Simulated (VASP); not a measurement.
Consider the following.

```yaml
crystal:
  lattice:
    - [2.85600, 0.00000, 0.00000]
    - [0.00000, 2.85600, 0.00000]
    - [0.00000, 0.00000, 3.74340]
  atoms:
    - { symbol: Cu, position: [0.00000, 0.00000, 0.00000] }
    - { symbol: Au, position: [0.50000, 0.50000, 0.50000] }
```

All values below come from PBE GGA, VASP's PBE PAW potentials (set 64) (plane waves; VASP). Numerical set-up: 400 eV cut-off, 11×11×9 Γ-centred mesh, tetrahedra, potentials Cu Au.

Problem. Give the stress tensor in GPa (positive for a compressed cell).

Solution. 
```
-2.51   0.00   0.00
 0.00  -2.51   0.00
 0.00   0.00  -2.21
```
The pressure is its mean diagonal, -2.41 GPa.

The compound is CuAu in the L1_0 structure. The cell was not relaxed at this level. The run is one of a series of settings (ISMEAR = -4, SIGMA removed against the base run), some of them coarse on purpose.
